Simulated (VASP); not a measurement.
# In2WSe3 (P-6m2) in VASP: notebook

Runs on In2WSe3. Level: PBE. Tasks: equation of state.

Everything below comes from runs of VASP 6.6.1. Logs are shortened: lines on timing, memory, paths and dates and some standing lists are left out, and cuts for length are marked.

## (1) Starting point

The structure is hexagonal, space group P-6m2 (No. 187). The conventional cell has a = 3.473 Å, b = 3.473 Å, c = 15.407 Å, α = 90.00°, β = 90.00°, γ = 120.00°. In (site symmetry 3m) is surrounded by 3 Se at 2.89 Å. W (site symmetry -6m2) has 6 Se at 2.58 Å as nearest neighbours. Around Se (site symmetry 3m) lie 3 W at 2.58 Å. Around Se (site symmetry -6m2) lie 6 In at 2.89 Å.

The cell was built by a generator and needn't be a form met in nature.

## (2) Equation of state, PBE, 26.82 Å³/atom

INCAR

```
PREC = Accurate
ENCUT = 520
EDIFF = 1E-6
ISMEAR = 0
SIGMA = 0.1
LREAL = False
LASPH = True
NELM = 100
ALGO = Normal
ISIF = 4
LWAVE = False
LCHARG = False
GGA = PE
IBRION = 2
NSW = 30
EDIFFG = -0.02
KPAR = 4
```

KPOINTS

```
Automatic mesh
0
Gamma
  10 10 2
```

POSCAR

```
In2WSe3
1.0
    3.4730180000      0.0000000000      0.0000000000
   -1.7365090000      3.0077220000      0.0000000000
    0.0000000000      0.0000000000     15.4070100000
In W Se
2 1 3
Direct
    0.6666670000      0.3333330000      0.6349230000
    0.6666670000      0.3333330000      0.3650770000
    0.0000000000      0.0000000000      0.0000000000
    0.3333330000      0.6666670000      0.8943480000
    0.3333330000      0.6666670000      0.1056520000
    0.0000000000      0.0000000000      0.5000000000
```

Potentials or basis: VASP PAW PBE potentials, release 64 (In_d, W_sv, Se).

Started as:

```bash
cat potpaw_PBE.64/In_d/POTCAR potpaw_PBE.64/W_sv/POTCAR potpaw_PBE.64/Se/POTCAR > POTCAR
mpirun -np 4 vasp_std > vasp.out
```

OUTCAR:

```text
PREC = Accurate
   ENCUT = 520
   EDIFF = 1E-6
   ISMEAR = 0
   LREAL = False
   LASPH = True
   NELM = 100
   ISIF = 4
   GGA = PE
   IBRION = 2
   NSW = 30
   EDIFFG = -0.02

 ion  position               nearest neighbor table
   1  0.667  0.333  0.635-   6 2.89   6 2.89   6 2.89
   2  0.667  0.333  0.365-   6 2.89   6 2.89   6 2.89
   3  0.000  0.000  0.000-   4 2.58   5 2.58   4 2.58   5 2.58   4 2.58   5 2.58
   4  0.333  0.667  0.894-   3 2.58   3 2.58   3 2.58
   5  0.333  0.667  0.106-   3 2.58   3 2.58   3 2.58
   6  0.000  0.000  0.500-   1 2.89   2 2.89   1 2.89   2 2.89   1 2.89   2 2.89

  LATTYP: Found a hexagonal cell.
 ALAT       =     3.4730180000
 C/A-ratio  =     4.4362021734

  Lattice vectors:

 A1 = (   3.4730180000,   0.0000000000,   0.0000000000)
 A2 = (  -1.7365090000,   3.0077220000,   0.0000000000)
 A3 = (   0.0000000000,   0.0000000000,  15.4070100000)

Analysis of symmetry for initial positions (statically):
=====================================================================
 Subroutine PRICEL returns:
 Original cell was already a primitive cell.

 Routine SETGRP: Setting up the symmetry group for a
 hexagonal supercell.

 Subroutine GETGRP returns: Found 12 space group operations
 (whereof 12 operations were pure point group operations)
 out of a pool of 24 trial point group operations.

The static configuration has the point symmetry D_3h.

Analysis of symmetry for dynamics (positions and initial velocities):
=====================================================================
 Subroutine PRICEL returns:
 Original cell was already a primitive cell.

 Routine SETGRP: Setting up the symmetry group for a
 hexagonal supercell.

 Subroutine GETGRP returns: Found 12 space group operations
 (whereof 12 operations were pure point group operations)
 out of a pool of 24 trial point group operations.

The dynamic configuration has the point symmetry D_3h.

 Subroutine INISYM returns: Found 12 space group operations
 (whereof 12 operations are pure point group operations),
 and found     1 'primitive' translations

----------------------------------------------------------------------------------------

                                     Primitive cell

  volume of cell :     160.9397

  direct lattice vectors                    reciprocal lattice vectors
     3.473018000  0.000000000  0.000000000     0.287934010  0.166238768  0.000000000
    -1.736509000  3.007722000  0.000000000     0.000000000  0.332477536  0.000000000
     0.000000000  0.000000000 15.407010000     0.000000000  0.000000000  0.064905520

  length of vectors
     3.473018000  3.473018160 15.407010000     0.332477551  0.332477536  0.064905520

  position of ions in fractional coordinates (direct lattice)
     0.666667000  0.333333000  0.634923000
     0.666667000  0.333333000  0.365077000
     0.000000000  0.000000000  0.000000000
     0.333333000  0.666667000  0.894348000
     0.333333000  0.666667000  0.105652000
     0.000000000  0.000000000  0.500000000

  ion indices of the primitive-cell ions
   primitive index   ion index
                 1           1
                 2           2
                 3           3
                 4           4
                 5           5
                 6           6

----------------------------------------------------------------------------------------

 KPOINTS: Automatic mesh

Automatic generation of k-mesh.
 Grid dimensions read from file:
 generate k-points for:   10   10    2

 Generating k-lattice:

  Cartesian coordinates                     Fractional coordinates (reciprocal lattice)
     0.028793401  0.016623877  0.000000000     0.100000000 -0.000000000  0.000000000
     0.000000000  0.033247754  0.000000000     0.000000000  0.100000000  0.000000000
     0.000000000  0.000000000  0.032452760     0.000000000  0.000000000  0.500000000

  Length of vectors
     0.033247755  0.033247754  0.032452760

  Shift w.r.t. Gamma in fractional coordinates (k-lattice)
     0.000000000  0.000000000  0.000000000

 Subroutine IBZKPT returns following result:
 ===========================================

 Found     28 irreducible k-points:

 Following reciprocal coordinates:
            Coordinates               Weight
  0.000000  0.000000  0.000000      1.000000
  0.100000  0.000000  0.000000      6.000000
  0.200000  0.000000  0.000000      6.000000
  0.300000  0.000000  0.000000      6.000000
  0.400000  0.000000  0.000000      6.000000
  0.500000 -0.000000  0.000000      3.000000
[... 16 lines left out ...]
  0.300000  0.100000  0.500000     12.000000
  0.400000  0.100000  0.500000     12.000000
 [... further k-points ...]
   k-points           NKPTS =     28   k-points in BZ     NKDIM =     28   number of bands    NBANDS=     34
   number of dos      NEDOS =    301   number of ions     NIONS =      6
   total plane-waves  NPLWV =  94080
   dimension x,y,z NGX =    28 NGY =   28 NGZ =  120
   dimension x,y,z NGXF=    56 NGYF=   56 NGZF=  240
   ions per type =               2   1   3
   NGX,Y,Z   is equivalent  to a cutoff of  13.40, 13.40, 12.95 a.u.
   NGXF,Y,Z  is equivalent  to a cutoff of  26.81, 26.81, 25.90 a.u.
 SYSTEM =  unknown system
   PREC   = accura    normal or accurate (medium, high low for compatibility)
   ISTART =      0    job   : 0-new  1-cont  2-samecut
   ICHARG =      2    charge: 1-file 2-atom 10-const
   ISPIN  =      1    spin polarized calculation?
   LNONCOLLINEAR =      F non collinear calculations
   LSORBIT =      F    spin-orbit coupling
   LASPH  =      T    aspherical Exc in radial PAW
   ENCUT  =  520.0 eV  38.22 Ry    6.18 a.u.   6.46  6.46 28.65*2*pi/ulx,y,z
   NELM   =    100;   NELMIN=  2; NELMDL= -5     # of ELM steps
   EDIFF  = 0.1E-05   stopping-criterion for ELM
   LREAL  =      F    real-space projection
   EDIFFG = -.2E-01   stopping-criterion for IOM
   NSW    =     30    number of steps for IOM
   IBRION =      2    ionic relax: 0-MD 1-quasi-New 2-CG
   NFREE  =      1    steps in history (QN), initial steepest desc. (CG)
   ISIF   =      4    stress and relaxation
   ISYM   =      2    0-nonsym 1-usesym 2-fastsym
   POTIM  = 0.5000    time-step for ionic-motion
   TEBEG  =    0.0;   TEEND  =   0.0 temperature during run
   PSTRESS=    0.0 pullay stress
   NELECT =      58.0000    total number of electrons
   NUPDOWN=      -1.0000    fix difference up-down
   EMIN   =  10.00;   EMAX   =-10.00  energy-range for DOS
   EFERMI =   0.00;   METHOD = LEGACY
   ISMEAR =     0;   SIGMA  =   0.10  broadening in eV -4-tet -1-fermi 0-gaus
   EFERMI_NEDOS =   21; number of points for ismear=-14 and -15
   IALGO  =     38    algorithm
   IMIX   =      4    mixing-type and parameters
     AMIX     =   0.40;   BMIX     =  1.00
     AMIX_MAG =   1.60;   BMIX_MAG =  1.00
  volume/ion in A,a.u.               =      26.82       181.01
  Fermi-wavevector in a.u.,A,eV,Ry     =   1.165010  2.201550 18.466497  1.357249
  Thomas-Fermi vector in A             =   2.301541
   LORBIT       =      0    0 simple, 1 ext, 2 COOP (PROOUT), +10 PAW based schemes
   GGA     = PE    functional components
   LHFCALC =     F    Hartree Fock is set to
   AEXX    =    0.0000 exact exchange contribution
   IVDW    =     0    specifies the selected vdW correction
   LEPSILON=     F    determine dielectric tensor
   LRPA    =     F    only Hartree local field effects (RPA)
 conjugate gradient relaxation of ions
 non-spin polarized calculation
 Gauss-broadening in eV      SIGMA  =   0.10
  energy-cutoff  :      520.00
  volume of cell :      160.94
 maximum number of plane-waves:      4380
 NGX is ok and might be reduce to    28
   NGX = 13   NGY = 13   NGZ = 57

 number of electron      58.0000005 magnetization

 Free energy of the ion-electron system (eV)
  ---------------------------------------------------
  ext. energy  EPLUGINS =         0.00000000
  ---------------------------------------------------
  free energy    TOTEN  =       -30.26724488 eV

  energy without entropy =      -30.26061168  energy(sigma->0) =      -30.26392828

 E-fermi :   5.1130     XC(G=0):  -9.3872

 val. band max:        5.1082184737   @ k =   0.3000   0.3000   0.0000
 cond. band min:       5.1731641934   @ k =   0.1000   0.0000   0.5000
 fundamental gap:      0.0649457196
 Fermi energy:         5.1129952774

 k-point     1 :       0.0000    0.0000    0.0000
  band No.  band energies     occupation
      1     -70.1993      2.00000
      2     -34.3458      2.00000
      3     -34.3458      2.00000
      4     -34.3296      2.00000
      5     -10.2998      2.00000
      6      -9.5418      2.00000
[... 26 lines left out ...]
     33       6.8289      0.00000
     34       6.8956      0.00000

 k-point     2 :       0.1000    0.0000    0.0000
  band No.  band energies     occupation
      1     -70.1989      2.00000
      2     -34.3581      2.00000
      3     -34.3487      2.00000
      4     -34.3273      2.00000
      5     -10.1811      2.00000
      6      -9.5490      2.00000
[... 26 lines left out ...]
     33       6.8051      0.00000
     34       7.5683      0.00000

 k-point     3 :       0.2000    0.0000    0.0000
  band No.  band energies     occupation
      1     -70.1978      2.00000
      2     -34.3900      2.00000
      3     -34.3563      2.00000
      4     -34.3213      2.00000
      5      -9.8519      2.00000
      6      -9.5906      2.00000
[... 26 lines left out ...]
     33       7.3056      0.00000
     34       8.1424      0.00000
[... 704 lines left out ...]
 k-point    23 :       0.3000    0.1000    0.5000
  band No.  band energies     occupation
      1     -70.1956      2.00000
      2     -34.4458      2.00000
      3     -34.3762      2.00000
      4     -34.3098      2.00000
      5      -9.6612      2.00000
      6      -9.5216      2.00000
[... 26 lines left out ...]
     33       6.8523      0.00000
     34       7.0632      0.00000

 k-point    24 :       0.4000    0.1000    0.5000
  band No.  band energies     occupation
      1     -70.1948      2.00000
      2     -34.4661      2.00000
      3     -34.3828      2.00000
      4     -34.3056      2.00000
      5      -9.6845      2.00000
      6      -9.5383      2.00000
[... 26 lines left out ...]
     33       6.3784      0.00000
     34       7.4349      0.00000

 [... further k-points ...]

------------------------ aborting loop because EDIFF is reached ----------------------------------------

  FORCE on cell =-STRESS in cart. coord.  units (eV):
  Direction    XX          YY          ZZ          XY          YZ          ZX
  --------------------------------------------------------------------------------------
  -------------------------------------------------------------------------------------
  Total        0.0109544      0.0109544      0.0182044     -0.0000000     -0.0000000      0.0000000
  in kB        0.1090525      0.1090526      0.1812276     -0.0000000     -0.0000000      0.0000000
  external PRESSURE =       0.1331109 kB  Pullay stress =       0.0000000 kB

 VOLUME and BASIS-vectors are now :
 -----------------------------------------------------------------------------
  energy-cutoff  :      520.00
  volume of cell :      160.94
      direct lattice vectors                 reciprocal lattice vectors
     3.473018000  0.000000000  0.000000000     0.287934010  0.166238768  0.000000000
    -1.736509000  3.007722000  0.000000000     0.000000000  0.332477536  0.000000000
     0.000000000  0.000000000 15.407010000     0.000000000  0.000000000  0.064905520

 POSITION                                       TOTAL-FORCE (eV/Angst)
 -----------------------------------------------------------------------------------
      1.73651      1.00257      9.78227        -0.000000     -0.000000     -0.002005
      1.73651      1.00257      5.62474        -0.000000     -0.000000      0.002005
      0.00000      0.00000      0.00000         0.000000     -0.000000      0.000000
     -0.00000      2.00515     13.77923         0.000000      0.000000     -0.003390
     -0.00000      2.00515      1.62778        -0.000000     -0.000000      0.003390
      0.00000      0.00000      7.70350        -0.000000     -0.000000      0.000000
 -----------------------------------------------------------------------------------
    total drift:                               -0.000282      0.000166      0.000000

  FREE ENERGIE OF THE ION-ELECTRON SYSTEM (eV)
  ---------------------------------------------------
  free  energy   TOTEN  =       -30.2672448764 eV

  energy  without entropy=      -30.2606116821  energy(sigma->0) =      -30.26392828

 reached required accuracy - stopping structural energy minimisation
```

Wall time 2.5 min (4 MPI ranks of AMD EPYC 7R43 (Zen 3), shared host); peak memory 0.37 GiB.

Results:

| Property | Result |
| --- | --- |
| Free energy | -30.2672 eV |
| Pressure | 0.0 GPa |
| Largest force | 0.003 eV/Å |
| Band gap on the k mesh | none (metal or under the smearing width) |

Caveat: this functional lacks dispersion, which binds the layers, so the pressure and a relaxed spacing across them are unreliable.

## (3) Equation of state, PBE, 26.02 Å³/atom (volume scaled by 0.97)

INCAR is that of step 2.

KPOINTS is that of step 2.

POSCAR, as its differences from that of step 2:

```diff
@@ -2,5 +2,5 @@
 1.0
-    3.4730180000      0.0000000000      0.0000000000
-   -1.7365090000      3.0077220000      0.0000000000
-    0.0000000000      0.0000000000     15.4070100000
+    3.4379346115      0.0000000000      0.0000000000
+   -1.7189673057      2.9773388924      0.0000000000
+    0.0000000000      0.0000000000     15.2513729955
 In W Se
```

Potentials or basis: VASP PAW PBE potentials, release 64 (In_d, W_sv, Se).

Started as:

```bash
cat potpaw_PBE.64/In_d/POTCAR potpaw_PBE.64/W_sv/POTCAR potpaw_PBE.64/Se/POTCAR > POTCAR
mpirun -np 4 vasp_std > vasp.out
```

Wall time 10 min (4 MPI ranks of AMD EPYC 7R43 (Zen 3), shared host); peak memory 0.38 GiB.

The run converged. Its results:

* Free energy: -30.2621 eV
* Pressure: 0.3 GPa
* Largest force: 0.015 eV/Å
* Band gap on the k mesh: none (metal or under the smearing width)

Caveat: this functional lacks dispersion, which binds the layers, so the pressure and a relaxed spacing across them are unreliable.

## (4) Equation of state, PBE, 27.63 Å³/atom (volume scaled by 1.03)

INCAR is that of step 3.

KPOINTS is that of step 3.

POSCAR, as its differences from that of step 3:

```diff
@@ -2,5 +2,5 @@
 1.0
-    3.4379346115      0.0000000000      0.0000000000
-   -1.7189673057      2.9773388924      0.0000000000
-    0.0000000000      0.0000000000     15.2513729955
+    3.5074065533      0.0000000000      0.0000000000
+   -1.7537032766      3.0375033626      0.0000000000
+    0.0000000000      0.0000000000     15.5595645748
 In W Se
```

Started as:

```bash
cat potpaw_PBE.64/In_d/POTCAR potpaw_PBE.64/W_sv/POTCAR potpaw_PBE.64/Se/POTCAR > POTCAR
mpirun -np 4 vasp_std > vasp.out
```

It took 9 min on 4 MPI ranks of AMD EPYC 7R43 (Zen 3), shared host; peak memory 0.37 GiB.

The run converged. Its results:

- Free energy: -30.2666 eV
- Pressure: -0.1 GPa
- Largest force: 0.015 eV/Å
- Band gap on the k mesh: none (metal or under the smearing width)

Caveat: this functional lacks dispersion, which binds the layers, so the pressure and a relaxed spacing across them are unreliable.

## (5) Equation of state, PBE, 25.21 Å³/atom (volume scaled by 0.94)

INCAR is that of step 4.

KPOINTS is that of step 4.

POSCAR, as its differences from that of step 4:

```diff
@@ -2,5 +2,5 @@
 1.0
-    3.5074065533      0.0000000000      0.0000000000
-   -1.7537032766      3.0375033626      0.0000000000
-    0.0000000000      0.0000000000     15.5595645748
+    3.4021201881      0.0000000000      0.0000000000
+   -1.7010600941      2.9463226901      0.0000000000
+    0.0000000000      0.0000000000     15.0924929728
 In W Se
```

Started as:

```bash
cat potpaw_PBE.64/In_d/POTCAR potpaw_PBE.64/W_sv/POTCAR potpaw_PBE.64/Se/POTCAR > POTCAR
mpirun -np 4 vasp_std > vasp.out
```

Wall time 9.1 min (4 MPI ranks of AMD EPYC 7R43 (Zen 3), shared host); peak memory 0.35 GiB.

The run converged. Its results:

```
Free energy            : -30.2464 eV
Pressure               : 0.7 GPa
Largest force          : 0.005 eV/Å
Band gap on the k mesh : none (metal or under the smearing width)
```

Caveat: this functional lacks dispersion, which binds the layers, so the pressure and a relaxed spacing across them are unreliable.

## (6) Equation of state, PBE, 28.43 Å³/atom (volume scaled by 1.06)

INCAR is that of step 5.

KPOINTS is that of step 5.

POSCAR, as its differences from that of step 5:

```diff
@@ -2,5 +2,5 @@
 1.0
-    3.4021201881      0.0000000000      0.0000000000
-   -1.7010600941      2.9463226901      0.0000000000
-    0.0000000000      0.0000000000     15.0924929728
+    3.5411336853      0.0000000000      0.0000000000
+   -1.7705668427      3.0667119175      0.0000000000
+    0.0000000000      0.0000000000     15.7091849512
 In W Se
```

Potentials or basis: VASP PAW PBE potentials, release 64 (In_d, W_sv, Se).

Started as:

```bash
cat potpaw_PBE.64/In_d/POTCAR potpaw_PBE.64/W_sv/POTCAR potpaw_PBE.64/Se/POTCAR > POTCAR
mpirun -np 4 vasp_std > vasp.out
```

Run time: 12 min. Hardware: 4 MPI ranks of AMD EPYC 7R43 (Zen 3), shared host; peak memory 0.37 GiB.

Results (log left out):

| Quantity | Value |
| --- | --- |
| Free energy | -30.2639 eV |
| Pressure | -0.1 GPa |
| Largest force | 0.006 eV/Å |
| Band gap on the k mesh | none (metal or under the smearing width) |

Caveat: this functional lacks dispersion, which binds the layers, so the pressure and a relaxed spacing across them are unreliable.

## (7) Equation of state, PBE, 24.41 Å³/atom (volume scaled by 0.91)

INCAR is that of step 6.

KPOINTS is that of step 6.

POSCAR, as its differences from that of step 6:

```diff
@@ -2,5 +2,5 @@
 1.0
-    3.5411336853      0.0000000000      0.0000000000
-   -1.7705668427      3.0667119175      0.0000000000
-    0.0000000000      0.0000000000     15.7091849512
+    3.3655354152      0.0000000000      0.0000000000
+   -1.6827677076      2.9146393454      0.0000000000
+    0.0000000000      0.0000000000     14.9301955238
 In W Se
```

Started as:

```bash
cat potpaw_PBE.64/In_d/POTCAR potpaw_PBE.64/W_sv/POTCAR potpaw_PBE.64/Se/POTCAR > POTCAR
mpirun -np 4 vasp_std > vasp.out
```

Wall time 8 min (4 MPI ranks of AMD EPYC 7R43 (Zen 3), shared host); peak memory 0.35 GiB.

Results (log left out):

```
Free energy            : -30.2133 eV
Pressure               : 1.4 GPa
Largest force          : 0.012 eV/Å
Band gap on the k mesh : none (metal or under the smearing width)
```

Caveat: this functional lacks dispersion, which binds the layers, so the pressure and a relaxed spacing across them are unreliable.

## (8) Equation of state, PBE, 29.24 Å³/atom (volume scaled by 1.09)

INCAR is that of step 7.

KPOINTS is that of step 7.

POSCAR, as its differences from that of step 7:

```diff
@@ -2,5 +2,5 @@
 1.0
-    3.3655354152      0.0000000000      0.0000000000
-   -1.6827677076      2.9146393454      0.0000000000
-    0.0000000000      0.0000000000     14.9301955238
+    3.5742303110      0.0000000000      0.0000000000
+   -1.7871151555      3.0953744378      0.0000000000
+    0.0000000000      0.0000000000     15.8560082739
 In W Se
```

Started as:

```bash
cat potpaw_PBE.64/In_d/POTCAR potpaw_PBE.64/W_sv/POTCAR potpaw_PBE.64/Se/POTCAR > POTCAR
mpirun -np 4 vasp_std > vasp.out
```

Wall time 11 min (4 MPI ranks of AMD EPYC 7R43 (Zen 3), shared host); peak memory 0.37 GiB.

It converged, with:

```yaml
Free_energy: -30.2603 eV
Pressure: -0.2 GPa
Largest_force: 0.013 eV/Å
Band_gap_on_the_k_mesh: none (metal or under the smearing width)
```

Caveat: this functional lacks dispersion, which binds the layers, so the pressure and a relaxed spacing across them are unreliable.
